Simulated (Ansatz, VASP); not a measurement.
## BeRu3 in VASP and in Ansatz

INCAR

```
ALGO = Normal ; EDIFF = 1E-7
ENCUT = 520 ; GGA = PE
ISIF = 2 ; ISMEAR = -1
LASPH = True ; LCHARG = False
LREAL = False ; LWAVE = False
NBANDS = 30 ; NELM = 80
PREC = Accurate ; SIGMA = 0.05
```

KPOINTS

```
k-points
0
Gamma
  10 10 10
```

POSCAR

```
BeRu3
1.0
   -1.8411770698      1.8411770698      4.0309322341
    1.8411770698     -1.8411770698      4.0309322341
    1.8411770698      1.8411770698     -4.0309322341
Ru Be
3 1
Direct
    0.5000000000      0.5000000000      0.0000000000
    0.2500000000      0.7500000000      0.5000000000
    0.7500000000      0.2500000000      0.5000000000
    0.0000000000      0.0000000000      0.0000000000
```

input.yaml

```yaml
crystal:
  lattice:
    - [-1.8411770698, 1.8411770698, 4.0309322341]
    - [1.8411770698, -1.8411770698, 4.0309322341]
    - [1.8411770698, 1.8411770698, -4.0309322341]
  atoms:
    - { symbol: Ru, position: [0.5, 0.5, 0.0] }
    - { symbol: Ru, position: [0.25, 0.75, 0.5] }
    - { symbol: Ru, position: [0.75, 0.25, 0.5] }
    - { symbol: Be, position: [0.0, 0.0, 0.0] }
hamiltonian:
  xc: pbe
  pseudopotentials: { kind: paw }
kpoints:
  mp_grid: { grid: [10, 10, 10] }
scf:
  occupations: { method: fermi_dirac, width: 0.05 }
output:
  forces: true
  stress: true
  eigenvalues: true
```

Change from the starting cell: volume scaled by 1.06.

Alike in both runs: task single point; functional PBE; k mesh 10 × 10 × 10; occupations fermi-dirac, width 0.05 eV; no spin polarisation.

|  | VASP | Ansatz |
| --- | --- | --- |
| version | VASP 6.6.1 | Ansatz 0.2.0 |
| potentials or method | VASP PAW PBE potentials, release 64 (Ru_pv, Be) | Ansatz PAW |
| plane-wave cutoff (eV) | 520 | 420 |
| valence electrons in the cell | 44 | 50 |

Ansatz gave:

```
gap on the k mesh at the Fermi level (eV)       : none
pressure (GPa)                                  : -14.6
largest component of the traceless stress (GPa) : 0.50
```

Q: Which values does VASP return?

A: gap on the k mesh at the Fermi level (eV): none; pressure (GPa): -14.7; largest component of the traceless stress (GPa): 0.50.

A gap of «none» marks a metal or a gap that the smearing closes. The functional is the same, so the differences come from potentials, cutoffs and numerics. The two sets of potentials don't hold the same shells in valence.
